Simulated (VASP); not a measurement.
# Which magnetic order does linear Mo chain, spacing 3.025 A take?, part 2 of 3

Wanted: the lowest of several collinear orders of linear Mo chain, spacing 3.025 A.

VASP 6.6.1, plane waves and PAW; the level of theory is named at each step.

So far. Step 2 (Magnetic order, start order fm, signs ++): The largest moment at the end is 1.16 μB, and the moments of the cell sum to 2.57 μB.

## Step 3: Magnetic order, start order AFM 1, signs +-

This step: LDA, DFT+U (Mo d 5 eV), spin-polarised, from moments of both signs; plane waves and PAW (Mo_sv) (VASP 6.6.1).

File INCAR:

```
SYSTEM = Mo
PREC = Normal
ENCUT = 350
EDIFF = 1E-06
NELM = 150
ISMEAR = 0
SIGMA = 0.05
LREAL = .FALSE.
ALGO = Normal
GGA = CA
NBANDS = 21
ISPIN = 2
MAGMOM = 1 -1
LDAU = .TRUE.
LDAUTYPE = 2
LDAUL = 2
LDAUU = 5
LDAUJ = 0
LDAUPRINT = 1
LASPH = .TRUE.
LMAXMIX = 4
LORBIT = 11
LWAVE = .FALSE.
LCHARG = .TRUE.
NCORE = 2
AMIX = 0.2
BMIX = 1E-04
AMIX_MAG = 0.8
BMIX_MAG = 1E-04
```

File POSCAR:

```
Mo
1.0
   12.0000000000      0.0000000000      0.0000000000
    0.0000000000     12.0000000000      0.0000000000
    0.0000000000      0.0000000000      6.0500000000
Mo
2
Direct
    0.5000000000      0.5000000000      0.0000000000
    0.5000000000      0.5000000000      0.5000000000
```

File KPOINTS:

```
Automatic mesh
0
Gamma
1 1 7
0 0 0
```

PAW data sets: Mo_sv (LDA family, release 64).

The run is started by

```console
> mpirun -np 2 vasp_std
```

The log of the run:

```text
[... set-up lines as in an earlier step ...]
 entering main loop
       N       E                     dE             d eps       ncg     rms          rms(c)
DAV:   1     0.149022391196E+03    0.14902E+03   -0.11664E+04   512   0.623E+02
DAV:   2     0.159483408969E+02   -0.13307E+03   -0.13119E+03   482   0.172E+02
DAV:   3     0.288532814614E+01   -0.13063E+02   -0.11409E+02   467   0.404E+01
DAV:   4     0.192144886103E+01   -0.96388E+00   -0.75981E+00   435   0.806E+00
DAV:   5     0.184665972078E+01   -0.74789E-01   -0.67376E-01   414   0.187E+00    0.776E+00
DAV:   6    -0.243551225841E+01   -0.42822E+01   -0.12248E+01   429   0.851E+00    0.982E+00
DAV:   7    -0.358797634719E+01   -0.11525E+01   -0.47459E-01   437   0.236E+00    0.846E+00
DAV:   8    -0.610363388195E+01   -0.25157E+01   -0.38660E+00   437   0.756E+00    0.186E+00
DAV:   9    -0.613390697099E+01   -0.30273E-01   -0.19746E-01   419   0.201E+00    0.125E+00
DAV:  10    -0.614505706657E+01   -0.11150E-01   -0.14287E-01   435   0.232E+00    0.856E-01
DAV:  11    -0.614916378208E+01   -0.41067E-02   -0.10488E-02   408   0.869E-01    0.420E-01
DAV:  12    -0.614900135269E+01    0.16243E-03   -0.20684E-03   404   0.290E-01    0.218E-01
DAV:  13    -0.614991989183E+01   -0.91854E-03   -0.84372E-04   440   0.158E-01    0.589E-02
DAV:  14    -0.614995000155E+01   -0.30110E-04   -0.92627E-05   412   0.804E-02    0.256E-02
DAV:  15    -0.614994878627E+01    0.12153E-05   -0.25321E-05   397   0.410E-02    0.711E-03
DAV:  16    -0.614994949912E+01   -0.71286E-06   -0.33559E-06   386   0.781E-03
   1 F= -.61499495E+01 E0= -.61499495E+01  d E =-.545013E-30  mag=     0.0000
```

Elapsed: 29 s, on 2 MPI ranks of AMD EPYC 7R43, shared host; peak memory 0.34 GiB.

From OUTCAR (step 3):

```text
The static configuration has the point symmetry D_4h.

 Found      4 irreducible k-points:

   NELECT =      28.0000    total number of electrons

atom =   1  type =  1  l = 2

 onsite density matrix

spin component  1

  0.8480 -0.0000 -0.0000  0.0000 -0.0000
 -0.0000  0.8040 -0.0000  0.0000 -0.0000
 -0.0000 -0.0000  0.8019  0.0000 -0.0000
  0.0000  0.0000  0.0000  0.8040 -0.0000
 -0.0000 -0.0000 -0.0000 -0.0000  0.8480

spin component  2

  0.0004  0.0000  0.0000 -0.0000  0.0000
  0.0000  0.0122  0.0000 -0.0000  0.0000
  0.0000  0.0000  0.0343 -0.0000 -0.0000
 -0.0000 -0.0000 -0.0000  0.0122 -0.0000
  0.0000  0.0000 -0.0000 -0.0000  0.0004

 occupancies and eigenvectors

  o =  0.0004  v =  0.0000  0.0000  0.0000  0.0000  0.0000  0.0000 -0.0000  0.0000 -0.0000  1.0000      0.0000  0.0000  0.0000  0.0000  0.0000  0.0000  0.0000  0.0000  0.0000  0.0000
  o =  0.0004  v =  0.0000  0.0000  0.0000  0.0000  0.0000  1.0000  0.0000  0.0000  0.0000  0.0000      0.0000  0.0000  0.0000  0.0000  0.0000  0.0000  0.0000  0.0000  0.0000  0.0000
  o =  0.0122  v =  0.0000  0.0000  0.0000  0.0000  0.0000  0.0000 -0.0046 -0.0000 -1.0000 -0.0000      0.0000  0.0000  0.0000  0.0000  0.0000  0.0000  0.0000  0.0000  0.0000  0.0000
  o =  0.0122  v =  0.0000  0.0000  0.0000  0.0000  0.0000  0.0000 -1.0000 -0.0000  0.0046  0.0000      0.0000  0.0000  0.0000  0.0000  0.0000  0.0000  0.0000  0.0000  0.0000  0.0000
  o =  0.0343  v =  0.0000  0.0000  0.0000  0.0000  0.0000  0.0000 -0.0000  1.0000  0.0000 -0.0000      0.0000  0.0000  0.0000  0.0000  0.0000  0.0000  0.0000  0.0000  0.0000  0.0000
  o =  0.8019  v =  0.0000 -0.0000 -1.0000  0.0000  0.0000  0.0000  0.0000  0.0000  0.0000  0.0000      0.0000  0.0000  0.0000  0.0000  0.0000  0.0000  0.0000  0.0000  0.0000  0.0000
  o =  0.8040  v =  0.0000 -0.2777 -0.0000 -0.9607 -0.0000  0.0000  0.0000  0.0000  0.0000  0.0000      0.0000  0.0000  0.0000  0.0000  0.0000  0.0000  0.0000  0.0000  0.0000  0.0000
  o =  0.8040  v =  0.0000  0.9607 -0.0000 -0.2777  0.0000  0.0000  0.0000  0.0000  0.0000  0.0000      0.0000  0.0000  0.0000  0.0000  0.0000  0.0000  0.0000  0.0000  0.0000  0.0000
  o =  0.8480  v =  0.0000 -0.0000  0.0000 -0.0000  1.0000  0.0000  0.0000  0.0000  0.0000  0.0000      0.0000  0.0000  0.0000  0.0000  0.0000  0.0000  0.0000  0.0000  0.0000  0.0000
  o =  0.8480  v =  1.0000  0.0000  0.0000  0.0000  0.0000  0.0000  0.0000  0.0000  0.0000  0.0000      0.0000  0.0000  0.0000  0.0000  0.0000  0.0000  0.0000  0.0000  0.0000  0.0000

atom =   2  type =  1  l = 2

 onsite density matrix

spin component  1

  0.0004  0.0000  0.0000  0.0000  0.0000
  0.0000  0.0122  0.0000  0.0000  0.0000
  0.0000  0.0000  0.0343 -0.0000  0.0000
  0.0000  0.0000 -0.0000  0.0122 -0.0000
  0.0000  0.0000  0.0000 -0.0000  0.0004

spin component  2

  0.8480 -0.0000 -0.0000  0.0000  0.0000
 -0.0000  0.8040  0.0000 -0.0000 -0.0000
 -0.0000  0.0000  0.8019  0.0000 -0.0000
  0.0000 -0.0000  0.0000  0.8040  0.0000
  0.0000 -0.0000 -0.0000  0.0000  0.8480

 occupancies and eigenvectors

  o =  0.0004  v =  0.0000 -0.0000  0.0000 -0.0000 -1.0000  0.0000  0.0000  0.0000  0.0000  0.0000      0.0000  0.0000  0.0000  0.0000  0.0000  0.0000  0.0000  0.0000  0.0000  0.0000
  o =  0.0004  v =  1.0000  0.0000  0.0000  0.0000  0.0000  0.0000  0.0000  0.0000  0.0000  0.0000      0.0000  0.0000  0.0000  0.0000  0.0000  0.0000  0.0000  0.0000  0.0000  0.0000
  o =  0.0122  v =  0.0000  0.9999  0.0000 -0.0113 -0.0000  0.0000  0.0000  0.0000  0.0000  0.0000      0.0000  0.0000  0.0000  0.0000  0.0000  0.0000  0.0000  0.0000  0.0000  0.0000
  o =  0.0122  v =  0.0000 -0.0113 -0.0000 -0.9999  0.0000  0.0000  0.0000  0.0000  0.0000  0.0000      0.0000  0.0000  0.0000  0.0000  0.0000  0.0000  0.0000  0.0000  0.0000  0.0000
  o =  0.0343  v =  0.0000  0.0000 -1.0000  0.0000 -0.0000  0.0000  0.0000  0.0000  0.0000  0.0000      0.0000  0.0000  0.0000  0.0000  0.0000  0.0000  0.0000  0.0000  0.0000  0.0000
  o =  0.8019  v =  0.0000  0.0000  0.0000  0.0000  0.0000  0.0000  0.0000  1.0000  0.0000  0.0000      0.0000  0.0000  0.0000  0.0000  0.0000  0.0000  0.0000  0.0000  0.0000  0.0000
  o =  0.8040  v =  0.0000  0.0000  0.0000  0.0000  0.0000  0.0000  0.9911 -0.0000 -0.1328 -0.0000      0.0000  0.0000  0.0000  0.0000  0.0000  0.0000  0.0000  0.0000  0.0000  0.0000
  o =  0.8040  v =  0.0000  0.0000  0.0000  0.0000  0.0000  0.0000 -0.1328  0.0000 -0.9911  0.0000      0.0000  0.0000  0.0000  0.0000  0.0000  0.0000  0.0000  0.0000  0.0000  0.0000
  o =  0.8480  v =  0.0000  0.0000  0.0000  0.0000  0.0000  0.0000 -0.0000  0.0000  0.0000 -1.0000      0.0000  0.0000  0.0000  0.0000  0.0000  0.0000  0.0000  0.0000  0.0000  0.0000
  o =  0.8480  v =  0.0000  0.0000  0.0000  0.0000  0.0000  1.0000  0.0000  0.0000  0.0000  0.0000      0.0000  0.0000  0.0000  0.0000  0.0000  0.0000  0.0000  0.0000  0.0000  0.0000

 E-fermi :  -3.8580

 spin component 1
 k-point     1 :       0.0000    0.0000    0.0000
  band No.  band energies     occupation
    ...
     10      -5.2181      1.00000
     11      -5.2181      1.00000
     12      -5.1652      1.00000
     13      -5.1651      1.00000
     14      -4.5912      1.00000
     15      -1.3849      0.00000
     16      -1.3849      0.00000
     17      -0.6719      0.00000
     18      -0.5726      0.00000
     19       0.3465      0.00000
    ...

 k-point     2 :       0.0000    0.0000    0.1429
  band No.  band energies     occupation
    ...
     10      -5.2040      1.00000
     11      -5.2040      1.00000
     12      -5.1638      1.00000
     13      -5.1636      1.00000
     14      -4.5640      1.00000
     15      -1.3837      0.00000
     16      -1.3683      0.00000
     17      -1.3683      0.00000
     18      -0.2711      0.00000
     19       0.3706      0.00000
    ...

 k-point     3 :       0.0000    0.0000    0.2857
  band No.  band energies     occupation
    ...
     10      -5.1716      1.00000
     11      -5.1716      1.00000
     12      -5.1605      1.00000
     13      -5.1603      1.00000
     14      -4.4694      1.00000
     15      -2.3197      0.00000
     16      -1.3337      0.00000
     17      -1.3337      0.00000
     18      -0.1936      0.00000
     19       0.4233      0.00000
    ...

 k-point     4 :       0.0000    0.0000    0.4286
  band No.  band energies     occupation
    ...
     10      -5.1578      1.00000
     11      -5.1577      1.00000
     12      -5.1449      1.00000
     13      -5.1449      1.00000
     14      -4.2607      1.00000
     15      -3.1253      0.00000
     16      -1.3101      0.00000
     17      -1.3101      0.00000
     18      -0.2028      0.00000
     19       0.4631      0.00000
    ...

  Total       -0.3305866     -0.3305866     -4.3208552      0.0000000      0.0000000      0.0000000
  in kB       -0.6079641     -0.6079641     -7.9462538      0.0000000      0.0000000      0.0000000
  external PRESSURE =      -3.0540606 kB  Pullay stress =       0.0000000 kB

 POSITION                                       TOTAL-FORCE (eV/Angst)
 -----------------------------------------------------------------------------------
      6.00000      6.00000      0.00000         0.000000      0.000000      0.000000
      6.00000      6.00000      3.02500         0.000000      0.000000      0.000000
 -----------------------------------------------------------------------------------
    total drift:                                0.000000      0.000000      0.000000

  FREE ENERGIE OF THE ION-ELECTRON SYSTEM (eV)
  ---------------------------------------------------
  free  energy   TOTEN  =        -6.1499494991 eV

  energy  without entropy=       -6.1499494991  energy(sigma->0) =       -6.14994950

 total charge
# of ion       s       p       d       tot
------------------------------------------
    1        2.283   5.956   4.127  12.366
    2        2.283   5.956   4.127  12.366
--------------------------------------------------
tot          4.565  11.913   8.254  24.732

 magnetization (x)
# of ion       s       p       d       tot
------------------------------------------
    1        0.164  -0.003   4.010   4.170
    2       -0.164   0.003  -4.010  -4.170
--------------------------------------------------
tot         -0.000   0.000   0.000  -0.000

[... 8 parts as in an earlier step ...]

[... 2 further parts left out ...]
```

The gap is read on the k-mesh alone, so it is an upper bound where the band edges lie off the mesh.

This step gave:

```
electronic cycles                               : 16
free energy (TOTEN)                             : -6.150 eV
Fermi energy                                    : -3.858 eV
labelled metallic, from the levels on this mesh : no
gap on the k-mesh                               : 1.135 eV
least direct gap on the k-mesh                  : 1.135 eV
```

Spin moment in the PAW sphere by atom:

```
atom  spin moment in the PAW sphere (μB)
 Mo1                                4.17
 Mo2                               -4.17
```

Spin density in the ca plane at fractional y = 0.500, with atoms of Mo within 0.2 Å of it.

Ten even steps from '0' (-1.7 e/Å³) to '9' (1.7 e/Å³), each cell a mean:
```
44444444444444444
44444444444444444
44444444444444444
44444444444444444
44444444444444444
44444444444444444
44444444444444444
44444444444444444
55544444444444455
55554444444444555
76554443223445566
98654431002445579
87654432113445568
66554443334445556
55554444444444555
55444444444444445
44444444444444444
44444444444444444
44444444444444444
44444444444444444
44444444444444444
44444444444444444
44444444444444444
44444444444444444
```
Columns run along c (6.0 Å), rows up along a (12.0 Å). Atoms in or near the plane, at fractional coordinates: Mo at (0.00, 0.50), Mo at (0.50, 0.50).

Valence density in the ca plane at fractional y = 0.500, with atoms of Mo within 0.2 Å of it. It is the smooth field of the valence electrons, not physical close to the nuclei.

Ten steps, logarithmic in the rise over the least value, from '0' (0.0 e/Å³) to '9' (7.3 e/Å³), each cell a mean:
```
00000000000000000
00000000000000000
00000000000000000
00000000000000000
00000000000000000
00000000000000000
00000000000000000
00000000000000000
11000001111000011
33211123332111123
87532247876322367
99642369998533589
98632368997422479
65322235664322346
22111112221111112
00000000000000000
00000000000000000
00000000000000000
00000000000000000
00000000000000000
00000000000000000
00000000000000000
00000000000000000
00000000000000000
```
Columns run along c (6.0 Å), rows up along a (12.0 Å). Atoms in or near the plane, at fractional coordinates: Mo at (0.00, 0.50), Mo at (0.50, 0.50).

The largest moment at the end is 4.17 μB, and the moments of the cell sum to 0.00 μB.

(Part 2 of 3 ends here.)

[Lines on the potential files, build, host, timing and source positions are cut from VASP's logs without a mark.]

[Logs are printed without paths, hosts, clocks, repeated set-up lines and the standing remarks that a program may print on its own settings, such as how far it seeks lower states.]

[Hosts, paths, dates, database ids (printed as entryN), source tags and the programs' standing remarks are cut or masked in the printed files.]

[In band tables of VASP the shares of atoms and orbitals are scaled to a sum of 1 inside the atoms' spheres.]

[Runs that stopped without an error message from VASP are left out.]
